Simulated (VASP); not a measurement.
Ba4Si:

```xyz
5
Lattice="-3.7170 3.7170 3.7170 3.7170 -3.7170 3.7170 3.7170 3.7170 -3.7170" Properties=species:S:1:pos:R:3 pbc="T T T"
Ba    1.2994    1.2994    1.2994
Ba   -2.4175    2.4175    2.4175
Ba    2.4175    2.4175   -2.4175
Ba    2.4175   -2.4175    2.4175
Si    0.0000    0.0000    0.0000
```

The cell was built by a generator and needn't be a form met in nature.

The cell isn't the ideal one: species swapped into the GeF4 type (I-43m, No. 217).

| Property | Result |
| --- | --- |
| Program | VASP 6.6.1 |
| Task | relaxation of cell and atoms |
| Functional | PBE |
| Potentials or basis | VASP PAW PBE potentials, release 64 (Ba_sv, Si) |
| Cutoff | 600 eV |
| k mesh | 4 × 4 × 4 |
| Occupations | gaussian, width 0.1 eV |
| Spin | no spin polarisation |

At the start: pressure 24.7 GPa; volume 41.08 Å³/atom.

**Question.** Where does the relaxation end?

**Answer.** Over 21 steps the energy falls by 2419.8 meV/atom and the volume is 50.66 Å³/atom (+23.3 %); space group I-43m (No. 217, to 0.05 Å).

Step by step:
| step | energy change (eV) | largest force (eV/Å) | pressure (GPa) | volume (Å³) |
| --- | --- | --- | --- | --- |
| 1 | 0.0000 | 10.3864 | 24.71 | 205.41 |
| 2 | -9.8564 | 0.5100 | -2.57 | 457.25 |
| 3 | -11.5382 | 0.2936 | -0.58 | 335.60 |
| 4 | -11.5404 | 0.3480 | -0.44 | 332.57 |
| 5 | -11.5387 | 0.4029 | -0.31 | 329.62 |
| 6 | -11.5757 | 0.4272 | -0.21 | 323.15 |
| 7 | -11.6695 | 0.5026 | 0.14 | 304.24 |
| 8 | -11.7500 | 0.6474 | 1.21 | 268.67 |
| 9 | -11.7712 | 0.6187 | 1.18 | 267.65 |
| 10 | -11.8286 | 0.5382 | 1.09 | 264.62 |
| 11 | -11.9181 | 0.4083 | 0.97 | 258.61 |
| 12 | -12.0201 | 0.2304 | 0.95 | 246.88 |
| 13 | -11.9449 | 0.0086 | 2.11 | 224.49 |
| 14 | -12.0337 | 0.1497 | 1.14 | 239.72 |
| 15 | -12.0774 | 0.1029 | 0.47 | 249.16 |
| 16 | -12.0869 | 0.0647 | -0.02 | 257.31 |
| 17 | -12.0870 | 0.0685 | 0.03 | 256.48 |
| 18 | -12.0878 | 0.0664 | 0.03 | 256.33 |
| 19 | -12.0899 | 0.0603 | 0.02 | 255.90 |
| 20 | -12.0937 | 0.0495 | 0.02 | 255.02 |
| 21 | -12.0990 | 0.0320 | 0.04 | 253.29 |

Final structure:
```cif
data_structure
_symmetry_space_group_name_H-M 'P 1'
_symmetry_Int_Tables_number 1
_cell_length_a 6.9036
_cell_length_b 6.9036
_cell_length_c 6.9036
_cell_angle_alpha 109.471
_cell_angle_beta 109.471
_cell_angle_gamma 109.471
_cell_volume 253.29
loop_
_atom_site_label
_atom_site_type_symbol
_atom_site_fract_x
_atom_site_fract_y
_atom_site_fract_z
_atom_site_occupancy
Ba1 Ba 0.47782 0.47782 0.47782 1
Ba2 Ba 0.52218 0.00000 0.00000 1
Ba3 Ba 0.00000 0.00000 0.52218 1
Ba4 Ba 0.00000 0.52218 0.00000 1
Si1 Si 0.00000 0.00000 0.00000 1
```

Caveat: the volume moved by over 15 % at a fixed basis, so the end points are rough.
